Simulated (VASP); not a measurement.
An input for Ansatz (written as the equivalent of a VASP run, and not itself run):

Ansatz 0.2 input:
```yaml
crystal:
  lattice:
    - [0.0000000, 1.8819756, 1.8819756]
    - [1.8819756, 0.0000000, 1.8819756]
    - [1.8819756, 1.8819756, 0.0000000]
  atoms:
    - { symbol: Ir, position: [1.0000000, 0.0000000, 1.0000000] }
kpoints:
  mp_grid: { grid: [17, 17, 17] }
hamiltonian:
  xc: lda
  pseudopotentials: { kind: paw }
scf:
  occupations: { method: methfessel_paxton, width: 0.1 }
  max_iter: 100
relax:
  max_steps: 40
  f_tol: 0.02
  cell: { p_target: 20 }
output: { forces: true, stress: true, eigenvalues: true }
```

Task: Write the VASP files for the same calculation (LDA).

Result: Several could match; the one computed here: 
### POSCAR
```
Ir
1.0
  0.0000000000   1.8819755898   1.8819755898
  1.8819755898   0.0000000000   1.8819755898
  1.8819755898   1.8819755898   0.0000000000
Ir
1
direct
  1.0000000000   0.0000000000   1.0000000000
```

**KPOINTS**
```
Automatic mesh
0
Gamma
17 17 17
0 0 0
```

INCAR:
```
! general
SYSTEM  = Ir
PREC    = Accurate
ENCUT   = 500
LREAL   = F   ! projection in real space or not
LASPH   = T   ! aspherical one-centre terms

! electronic loop
EDIFF   = 1E-6   ! SCF stop (eV)
NELM    = 100   ! most electronic steps
ALGO    = Normal
LMAXMIX = 6   ! l cut-off of mixed one-centre charges

! smearing
ISMEAR  = 1   ! Methfessel-Paxton
SIGMA   = 0.1

! ions
IBRION  = 2
NSW     = 40   ! most ionic steps
ISIF    = 3   ! ions, shape and volume
EDIFFG  = -0.02
PSTRESS = 200

! output
LWAVE   = F
LCHARG  = F
```

POTCAR, in this order: Ir (LDA.64 set). Program: vasp_std.

The two are equivalent in intent, not identical: each code has its own PAW files, so the cut-off isn't converted (ENCUT is set for VASP's; basis.ecutwfc is left out, and Ansatz then takes the one that its files recommend); Ansatz stops its SCF on the density residual and VASP on the energy change (EDIFF); Ansatz's lda is the Perdew-Wang form, while the LDA potentials of VASP carry Perdew-Zunger's.

The compound is Ir in the fcc structure. This run relaxes it under an external pressure of 20 GPa. Symmetry was kept, so distortions that lower it aren't found.
